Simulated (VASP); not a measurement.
Here is the system:

```yaml
crystal:
  lattice:
    - [0.00000, 1.88976, 1.88976]
    - [1.88976, 0.00000, 1.88976]
    - [1.88976, 1.88976, 0.00000]
  atoms:
    - { symbol: Ag, position: [0.00000, 0.00000, 0.00000] }
```

Computed with PBEsol GGA, VASP's PBE PAW potentials (set 64) (plane waves; VASP). Run with 500 eV cut-off, 16×16×16 Γ-centred mesh, first-order Methfessel-Paxton smearing of 0.10 eV, potentials Ag.

**Question.** Estimate the energy per atom (σ→0), pressure, band gap (on the k-mesh) with the smallest direct gap where there is one.

**Answer.** 
```json
{
  "band gap (on the k-mesh)": "none (metal, semimetal or under 0.01 eV)",
  "energy per atom (σ→0)": "-2.960 eV/atom",
  "pressure": "44.88 GPa"
}
```

The absolute energy has meaning only against runs of the same code, potentials and settings.

The compound is Ag in the fcc structure. It was relaxed first under an external pressure of 45 GPa.
